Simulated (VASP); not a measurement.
# F on Cu(100): which site?, part 6 of 6

Aim: adsorption energies of F on the high-symmetry sites of Cu(100), at a coverage of 1/4.

VASP 6.6.1, plane waves and PAW; the level of theory is named at each step.

So far. Step 6 (Potential and states with the adsorbate, site ontop): The vacuum level lies 6.64 eV above the Fermi level at the upper face; the two faces differ by 2.35 eV, the step that the slab's dipole of 0.353 e·Å makes. Step 7 (Relaxing the adsorbate, site hollow): The run ended after 15 ionic steps, 0.119 eV below its first step, once the forces on the free atoms met EDIFFG = -0.03.

### 8. Potential and states with the adsorbate, site hollow

Level of this step: RPBE, no spin polarisation; plane waves and PAW (Cu, F) (VASP).

File INCAR:

```
SYSTEM = Cu16F
PREC = Normal
ENCUT = 440
EDIFF = 1E-06
NELM = 120
ISMEAR = 1
SIGMA = 0.15
LREAL = Auto
ALGO = Fast
GGA = RP
NBANDS = 113
LASPH = .TRUE.
LORBIT = 11
LWAVE = .FALSE.
LCHARG = .FALSE.
KPAR = 2
NCORE = 2
IDIPOL = 3
LDIPOL = .TRUE.
DIPOL = 0.5 0.5 0.511
LVHAR = .TRUE.
LVACPOTAV = .TRUE.
NEDOS = 1500
```

File POSCAR:

```
Cu16F
1.0
    5.2047758264      0.0000000000      0.0000000000
    0.0000000000      5.2047758264      0.0000000000
    0.0000000000      0.0000000000     20.5204984221
Cu F
16 1
Selective dynamics
Direct
    0.2500000000      0.2500000000      0.3654882000  F F F
    0.7500000000      0.2500000000      0.3654882000  F F F
    0.2500000000      0.7500000000      0.3654882000  F F F
    0.7500000000      0.7500000000      0.3654882000  F F F
    0.0000000000      0.0000000000      0.4551627300  F F F
    0.5000000000      0.0000000000      0.4551627300  F F F
    0.0000000000      0.5000000000      0.4551627300  F F F
    0.5000000000      0.5000000000      0.4551627300  F F F
    0.2500000000      0.2500000000      0.5428630276  T T T
    0.7500000000      0.2500000000      0.5452989491  T T T
    0.2500000000      0.7500000000      0.5452989491  T T T
    0.7500000000      0.7500000000      0.5475569434  T T T
    0.9976749912      0.9976749912      0.6327042510  T T T
    0.5023250088      0.9976749912      0.6327042510  T T T
    0.9976749912      0.5023250088      0.6327042510  T T T
    0.5023250088      0.5023250088      0.6327042510  T T T
    0.2500000000      0.2500000000      0.6966354441  T T T
```

File KPOINTS:

```
Automatic mesh
0
Gamma
5 5 1
0 0 0
```

PAW data sets: Cu and F (PBE family, release 64).

On the command line:

```console
mpirun -np 4 vasp_std
```

What it wrote:

```text
[... set-up lines as in an earlier step ...]
 entering main loop
       N       E                     dE             d eps       ncg     rms          rms(c)
DAV:   1     0.169565564847E+04    0.16957E+04   -0.70162E+04  1356   0.177E+03
DAV:   2     0.199523273991E+03   -0.14961E+04   -0.14434E+04  1356   0.415E+02
DAV:   3    -0.329337793280E+02   -0.23246E+03   -0.21275E+03  1605   0.205E+02
DAV:   4    -0.627829842586E+02   -0.29849E+02   -0.28559E+02  1903   0.744E+01
[...]
RMM:  29    -0.522429712939E+02   -0.27801E-05   -0.13217E-07   915   0.196E-03    0.609E-04
RMM:  30    -0.522429727710E+02   -0.14771E-05   -0.95717E-08   910   0.162E-03    0.473E-04
RMM:  31    -0.522429731939E+02   -0.42287E-06   -0.53276E-08   887   0.159E-03
 [... a notice as in an earlier step ...]

   1 F= -.52242973E+02 E0= -.52234407E+02  d E =-.256996E-01
```

Elapsed: 41 s, on 4 MPI ranks of AMD EPYC 9R45, shared host; peak memory 0.96 GiB.

OUTCAR, selected parts (step 8):

```text
  Total       -5.1360266     -5.1360266     -2.4137179      0.0000000     -0.0000000      0.0000000
  in kB      -14.8028686    -14.8028686     -6.9567298      0.0000000     -0.0000000      0.0000000
  external PRESSURE =     -12.1874890 kB  Pullay stress =       0.0000000 kB

 POSITION                                       TOTAL-FORCE (eV/Angst)
 -----------------------------------------------------------------------------------
      1.30119      1.30119      7.50000         0.000000      0.000000      0.188877
      3.90358      1.30119      7.50000         0.000000      0.000000      0.176046
      1.30119      3.90358      7.50000         0.000000     -0.000000      0.176046
      3.90358      3.90358      7.50000        -0.000000     -0.000000      0.174900
      0.00000      0.00000      9.34017        -0.063424     -0.063424     -0.205635
      2.60239      0.00000      9.34017         0.063424     -0.063424     -0.205635
      0.00000      2.60239      9.34017        -0.063424      0.063424     -0.205635
      2.60239      2.60239      9.34017         0.063424      0.063424     -0.205635
      1.30119      1.30119     11.13982        -0.000000     -0.000000      0.001058
      3.90358      1.30119     11.18981         0.000000     -0.000000      0.006355
      1.30119      3.90358     11.18981         0.000000      0.000000      0.006355
      3.90358      3.90358     11.23614         0.000000      0.000000      0.016718
      5.19267      5.19267     12.98341        -0.002461     -0.002461      0.016744
      2.61449      5.19267     12.98341         0.002461     -0.002461      0.016744
[...]
-----------------------------------------------------------------------------------
    total drift:                                0.000000      0.000000     -0.013778

  FREE ENERGIE OF THE ION-ELECTRON SYSTEM (eV)
  ---------------------------------------------------
  free  energy   TOTEN  =       -52.2429731939 eV

  energy  without entropy=      -52.2172736150  energy(sigma->0) =      -52.23440667

[... 2 parts as in an earlier step ...]

[... 1 further part left out ...]
[key lines of the parts left out:]
E-fermi :  -0.3361
```

The planar average of the electrostatic potential oscillates, so the rows of the table below give means over windows of 1 Å about each position, cut where the curve ends. Its maxima inside the range that stand out by 2 % of the span (Å: eV): 8.5: -1.04, 10.3: -0.951, 12.1: -1.45. Its minima: 7.5: -11.9, 9.3: -12.1, 11.2: -12.0, 13.0: -12.0.

Zero at the Fermi level. The planar average of the electrostatic potential by height; means over each step:

height (Å), planar average of the electrostatic potential (eV) and a bar from the least value:
```
        0        4.7 #############################
        1        4.3 ############################
        2        4.3 ############################
        3        4.3 ############################
        4        4.3 ############################
        5        4.2 ############################
        6        3.3 ##########################
        7       -5.8 ########
        8       -6.5 #######
        9       -8.3 ###
       10       -5.1 ##########
       11       -9.5 #
       12       -4.6 ###########
       13      -10.0 
       14       -0.6 ###################
       15        4.2 ############################
       16        5.1 ##############################
       17        5.2 ##############################
       18        5.2 ##############################
       19        5.2 ##############################
       20        5.2 ##############################
```

The map of layer states is cut here 0.5 eV above the Fermi level, so it leaves out the states above that.

At the end the adsorbate's closest contact with the slab is F-Cu at 2.27 Å, 1.86 Å to the side of the slab's atom, and its lowest atom lies 1.31 Å above the highest atom of the slab.

The vacuum level lies 5.18 eV above the Fermi level at the upper face; the two faces differ by 0.88 eV, the step that the slab's dipole of 0.131 e·Å makes.

VASP counts the dipole in electrons times Å, so a positive number points the physical dipole along −c.

The program found no field-free point at its default tolerance, but its printed level agrees with the flat part of the planar average.

On this mesh the fine structure of the density of states is sampling noise, and high empty states may be cut by the number of bands.

### 9. Relaxing the adsorbate, site bridge

File INCAR:

```
SYSTEM = Cu16F
PREC = Normal
ENCUT = 440
EDIFF = 1E-05
NELM = 120
ISMEAR = 1
SIGMA = 0.15
LREAL = Auto
ALGO = Fast
GGA = RP
NBANDS = 113
LASPH = .TRUE.
LORBIT = 11
LWAVE = .FALSE.
LCHARG = .FALSE.
KPAR = 2
NCORE = 2
IBRION = 2
NSW = 50
ISIF = 2
EDIFFG = -0.03
POTIM = 0.4
MAXMIX = 40
IDIPOL = 3
LDIPOL = .TRUE.
DIPOL = 0.5 0.5 0.512
```

File POSCAR:

```
Cu16F
1.0
    5.2047758264      0.0000000000      0.0000000000
    0.0000000000      5.2047758264      0.0000000000
    0.0000000000      0.0000000000     20.5204984221
Cu F
16 1
Selective dynamics
Direct
    0.2500000000      0.2500000000      0.3654882000  F F F
    0.7500000000      0.2500000000      0.3654882000  F F F
    0.2500000000      0.7500000000      0.3654882000  F F F
    0.7500000000      0.7500000000      0.3654882000  F F F
    0.0000000000      0.0000000000      0.4551627300  F F F
    0.5000000000      0.0000000000      0.4551627300  F F F
    0.0000000000      0.5000000000      0.4551627300  F F F
    0.5000000000      0.5000000000      0.4551627300  F F F
    0.2500000000      0.2500000000      0.5461515400  T T T
    0.7500000000      0.2500000000      0.5461515400  T T T
    0.2500000000      0.7500000000      0.5461515400  T T T
    0.7500000000      0.7500000000      0.5461515400  T T T
    0.0000000000      0.0000000000      0.6332724400  T T T
    0.5000000000      0.0000000000      0.6332724400  T T T
    0.0000000000      0.5000000000      0.6332724400  T T T
    0.5000000000      0.5000000000      0.6332724400  T T T
    0.2500000000      0.0000000000      0.7014969000  T T T
```

KPOINTS is that of step 8.

On the command line:

```console
mpirun -np 4 vasp_std
```

What it wrote:

```text
[... set-up lines as in an earlier step ...]
 entering main loop
       N       E                     dE             d eps       ncg     rms          rms(c)
DAV:   1     0.170021625417E+04    0.17002E+04   -0.70326E+04  2034   0.177E+03
DAV:   2     0.200414521249E+03   -0.14998E+04   -0.14477E+04  2034   0.416E+02
DAV:   3    -0.346272907411E+02   -0.23504E+03   -0.21514E+03  2604   0.205E+02
DAV:   4    -0.629478775204E+02   -0.28321E+02   -0.26892E+02  2836   0.766E+01
[...]
RMM:  24    -0.522031353180E+02   -0.24276E-04   -0.33534E-06  1191   0.821E-03    0.212E-03
RMM:  25    -0.522031477163E+02   -0.12398E-04   -0.13562E-06  1180   0.685E-03    0.158E-03
RMM:  26    -0.522031573271E+02   -0.96107E-05   -0.69567E-07  1157   0.420E-03
   1 F= -.52203157E+02 E0= -.52201815E+02  d E =-.522032E+02
[... from here on, the cycles between the ionic steps are left out ...]
   2 F= -.52293361E+02 E0= -.52291338E+02  d E =-.902035E-01
   3 F= -.52296977E+02 E0= -.52294785E+02  d E =-.938201E-01
   4 F= -.52306245E+02 E0= -.52304035E+02  d E =-.926755E-02
   5 F= -.52321679E+02 E0= -.52319407E+02  d E =-.247019E-01
   6 F= -.52323002E+02 E0= -.52320712E+02  d E =-.260248E-01
   7 F= -.52329099E+02 E0= -.52326708E+02  d E =-.609727E-02
   8 F= -.52332927E+02 E0= -.52330414E+02  d E =-.992469E-02
   9 F= -.52333447E+02 E0= -.52330888E+02  d E =-.104445E-01
  10 F= -.52333539E+02 E0= -.52330965E+02  d E =-.105368E-01
  11 F= -.52333503E+02 E0= -.52330936E+02  d E =-.105007E-01
  12 F= -.52334322E+02 E0= -.52331694E+02  d E =-.819539E-03
 trial-energy change:   -0.000820  1 .order   -0.000810   -0.001408   -0.000211
 step:   2.9737(harm=  2.9737)  dis= 0.00763  next Energy=   -52.334331 (dE=-0.828E-03)
 reached required accuracy - stopping structural energy minimisation
```

It took 4.1 min on 4 MPI ranks; peak memory 1.2 GiB.

Parts of OUTCAR (step 9):

```text
  Total       -6.4590138     -6.3291614     -4.2325985      0.0000000      0.0000000      0.0000000
  in kB      -18.6159340    -18.2416783    -12.1990410      0.0000000      0.0000000      0.0000000
  external PRESSURE =     -16.3522177 kB  Pullay stress =       0.0000000 kB

 POSITION                                       TOTAL-FORCE (eV/Angst)
 -----------------------------------------------------------------------------------
      1.30119      1.30119      7.50000         0.000000     -0.005503      0.178429
      3.90358      1.30119      7.50000         0.000000      0.013063      0.175078
      1.30119      3.90358      7.50000         0.000000      0.005503      0.178429
      3.90358      3.90358      7.50000         0.000000     -0.013063      0.175078
      0.00000      0.00000      9.34017         0.062344      0.000000     -0.233842
      2.60239      0.00000      9.34017        -0.062344      0.000000     -0.233842
      0.00000      2.60239      9.34017        -0.124564      0.000000     -0.161035
      2.60239      2.60239      9.34017         0.124564      0.000000     -0.161035
      1.30119      1.29443     11.17954        -0.000000      0.002059      0.000575
      3.90358      1.26874     11.20236         0.000000      0.006546      0.007216
      1.30119      3.91034     11.17954        -0.000000     -0.002059      0.000575
      3.90358      3.93603     11.20236         0.000000     -0.006546      0.007216
      5.16031      5.20478     13.05170         0.008688      0.000000      0.021185
      2.64685      5.20478     13.05170        -0.008688      0.000000      0.021185
[...]
-----------------------------------------------------------------------------------
    total drift:                                0.000000      0.000000     -0.003733

  FREE ENERGIE OF THE ION-ELECTRON SYSTEM (eV)
  ---------------------------------------------------
  free  energy   TOTEN  =       -52.3343224158 eV

  energy  without entropy=      -52.3264366104  energy(sigma->0) =      -52.33169381

[... 2 parts as in an earlier step ...]

[... 2 further parts left out ...]
[key lines of the parts left out:]
E-fermi :  -0.4824
```

The run keeps the 4 symmetry operations of its start, so it cannot find a distortion of lower symmetry.

Relaxation path:

```
step  energy less that of the first step (eV)  largest force (eV/Å)
   1                                   0.0000                1.3446
   2                                  -0.0902                0.2973
   3                                  -0.0938                0.2727
   4                                  -0.1031                0.2168
   5                                  -0.1185                0.1071
   6                                  -0.1198                0.1551
   7                                  -0.1259                0.0947
   8                                  -0.1298                0.0436
   9                                  -0.1303                0.0480
  10                                  -0.1304                0.0577
  11                                  -0.1303                0.0597
  12                                  -0.1312                0.0229
```

The atoms that moved most (Å):

```
atom      dx      dy      dz  length
 F17   0.000   0.000   0.132   0.132
Cu16   0.013   0.000  -0.077   0.078
Cu15  -0.013   0.000  -0.077   0.078
Cu14   0.044   0.000   0.057   0.072
Cu13  -0.044   0.000   0.057   0.072
Cu10   0.000  -0.032  -0.005   0.033
Cu12   0.000   0.032  -0.005   0.033
Cu11   0.000   0.007  -0.028   0.029
```

Final coordinates:

```
Cu F
1.0
     5.20478    0.00000    0.00000
     0.00000    5.20478    0.00000
     0.00000    0.00000   20.52050
Cu F
16 1
Direct
  0.25000 0.25000 0.36549
  0.75000 0.25000 0.36549
  0.25000 0.75000 0.36549
  0.75000 0.75000 0.36549
  0.00000 0.00000 0.45516
  0.50000 0.00000 0.45516
  0.00000 0.50000 0.45516
  0.50000 0.50000 0.45516
  0.25000 0.24870 0.54480
  0.75000 0.24377 0.54591
  0.25000 0.75130 0.54480
  0.75000 0.75623 0.54591
  0.99146 0.00000 0.63603
  0.50854 0.00000 0.63603
  0.99751 0.50000 0.62953
  0.50249 0.50000 0.62953
  0.25000 0.00000 0.70792
```

The run ended after 12 ionic steps, 0.131 eV below its first step, once the forces on the free atoms met EDIFFG = -0.03.

### 10. Potential and states with the adsorbate, site bridge

File INCAR:

```
SYSTEM = Cu16F
PREC = Normal
ENCUT = 440
EDIFF = 1E-06
NELM = 120
ISMEAR = 1
SIGMA = 0.15
LREAL = Auto
ALGO = Fast
GGA = RP
NBANDS = 113
LASPH = .TRUE.
LORBIT = 11
LWAVE = .FALSE.
LCHARG = .FALSE.
KPAR = 2
NCORE = 2
IDIPOL = 3
LDIPOL = .TRUE.
DIPOL = 0.5 0.5 0.512
LVHAR = .TRUE.
LVACPOTAV = .TRUE.
NEDOS = 1500
```

File POSCAR:

```
Cu16F
1.0
    5.2047758264      0.0000000000      0.0000000000
    0.0000000000      5.2047758264      0.0000000000
    0.0000000000      0.0000000000     20.5204984221
Cu F
16 1
Selective dynamics
Direct
    0.2500000000      0.2500000000      0.3654882000  F F F
    0.7500000000      0.2500000000      0.3654882000  F F F
    0.2500000000      0.7500000000      0.3654882000  F F F
    0.7500000000      0.7500000000      0.3654882000  F F F
    0.0000000000      0.0000000000      0.4551627300  F F F
    0.5000000000      0.0000000000      0.4551627300  F F F
    0.0000000000      0.5000000000      0.4551627300  F F F
    0.5000000000      0.5000000000      0.4551627300  F F F
    0.2500000000      0.2487008314      0.5447987441  T T T
    0.7500000000      0.2437650040      0.5459109170  T T T
    0.2500000000      0.7512991686      0.5447987441  T T T
    0.7500000000      0.7562349960      0.5459109170  T T T
    0.9914572940      0.0000000000      0.6360320691  T T T
    0.5085427060      0.0000000000      0.6360320691  T T T
    0.9975128823      0.5000000000      0.6295298858  T T T
    0.5024871177      0.5000000000      0.6295298858  T T T
    0.2500000000      0.0000000000      0.7079152986  T T T
```

KPOINTS is that of step 9.

On the command line:

```console
mpirun -np 4 vasp_std
```

What it wrote:

```text
[... set-up lines as in an earlier step ...]
 entering main loop
       N       E                     dE             d eps       ncg     rms          rms(c)
DAV:   1     0.170042784202E+04    0.17004E+04   -0.70311E+04  2034   0.177E+03
DAV:   2     0.199868742188E+03   -0.15006E+04   -0.14489E+04  2034   0.416E+02
DAV:   3    -0.341150294995E+02   -0.23398E+03   -0.21398E+03  2552   0.205E+02
DAV:   4    -0.631783429917E+02   -0.29063E+02   -0.27515E+02  2796   0.761E+01
[...]
RMM:  27    -0.523343220151E+02   -0.49021E-05   -0.55427E-07  1445   0.411E-03    0.213E-03
RMM:  28    -0.523343231173E+02   -0.11022E-05   -0.22473E-07  1375   0.229E-03    0.104E-03
RMM:  29    -0.523343239439E+02   -0.82665E-06   -0.13514E-07  1334   0.189E-03
 [... a notice as in an earlier step ...]

   1 F= -.52334324E+02 E0= -.52331690E+02  d E =-.790214E-02
```

Elapsed: 71 s, on 4 MPI ranks; peak memory 1.1 GiB.

From OUTCAR (step 10):

```text
  Total       -4.6842733     -4.5447752     -2.4239098      0.0000000      0.0000000      0.0000000
  in kB      -13.5008416    -13.0987853     -6.9861043      0.0000000      0.0000000      0.0000000
  external PRESSURE =     -11.1952437 kB  Pullay stress =       0.0000000 kB

 POSITION                                       TOTAL-FORCE (eV/Angst)
 -----------------------------------------------------------------------------------
      1.30119      1.30119      7.50000        -0.000000     -0.005388      0.178005
      3.90358      1.30119      7.50000        -0.000000      0.013160      0.174555
      1.30119      3.90358      7.50000        -0.000000      0.005388      0.178005
      3.90358      3.90358      7.50000        -0.000000     -0.013160      0.174555
      0.00000      0.00000      9.34017         0.062423      0.000000     -0.235107
      2.60239      0.00000      9.34017        -0.062423      0.000000     -0.235107
      0.00000      2.60239      9.34017        -0.124700      0.000000     -0.161950
      2.60239      2.60239      9.34017         0.124700      0.000000     -0.161950
      1.30119      1.29443     11.17954        -0.000000      0.000889      0.001358
      3.90358      1.26874     11.20236        -0.000000      0.005693      0.008218
      1.30119      3.91034     11.17954        -0.000000     -0.000889      0.001358
      3.90358      3.93603     11.20236        -0.000000     -0.005693      0.008218
      5.16031      0.00000     13.05170         0.009033      0.000000      0.027364
      2.64685      0.00000     13.05170        -0.009033      0.000000      0.027364
[...]
-----------------------------------------------------------------------------------
    total drift:                                0.000000      0.000000      0.004959

  FREE ENERGIE OF THE ION-ELECTRON SYSTEM (eV)
  ---------------------------------------------------
  free  energy   TOTEN  =       -52.3343239439 eV

  energy  without entropy=      -52.3264218002  energy(sigma->0) =      -52.33168990

[... 2 parts as in an earlier step ...]

[... 1 further part left out ...]
[key lines of the parts left out:]
E-fermi :  -0.4836
```

The map of layer states is cut here 0.5 eV above the Fermi level, so it leaves out the states above that.

At the end the adsorbate's closest contact with the slab is F-Cu at 2.00 Å, 1.35 Å to the side of the slab's atom, and its lowest atom lies 1.48 Å above the highest atom of the slab.

The vacuum level lies 5.66 eV above the Fermi level at the upper face; the two faces differ by 1.35 eV, the step that the slab's dipole of 0.202 e·Å makes.

VASP counts the dipole in electrons times Å, so a positive number points the physical dipole along −c.

The program found no field-free point at its default tolerance, but its printed level agrees with the flat part of the planar average.

On this mesh the fine structure of the density of states is sampling noise, and high empty states may be cut by the number of bands.

### 11. The sites side by side

This step: adsorption sites, RPBE; plane waves and PAW (VASP 6.6.1).

No new run; the numbers come from the runs before.

The site's symmetry is kept, so a site may be a saddle point. All sites:

```
  site  adsorption energy (eV)  height over the top layer (Å)  shortest distance to the metal (Å)  bond in the molecule (Å)  change of the work function (eV)  sideways move (Å)
 ontop                  -2.389                          1.896                               1.848                         -                             2.349                  0
hollow                  -2.716                          1.312                               2.274                         -                            0.8826                  0
bridge                  -2.813                          1.542                               1.997                         -                             1.366                  0
```

Each adsorption energy is the energy with the adsorbate less the clean slab (-47.862 eV) and the reference (-1.656 eV, half of F2).

### 12. Results

| Quantity | Value |
| --- | --- |
| ontop start | -2.39 eV |
| hollow start | -2.72 eV |
| bridge start | -2.81 eV |

In words: Among the starts that kept their site, F is lowest at the bridge site of Cu(100), at -2.81 eV against half of F2; hollow lies 0.10 eV higher and ontop lies 0.42 eV higher. At that site the work function rises by 1.37 eV from 4.29 eV. Symmetry was kept, so any start that stayed on its site may sit on a saddle point. The slab is thin, and zero-point and thermal parts are left out.

[Lines on the potential files, build, host, timing and source positions are cut from VASP's logs without a mark.]

[Logs are printed without paths, hosts, clocks, repeated set-up lines and the standing remarks that a program may print on its own settings, such as how far it seeks lower states.]

[Hosts, paths, dates, database ids (printed as entryN), source tags and the programs' standing remarks are cut or masked in the printed files.]

[Runs that stopped without an error message from VASP are left out.]
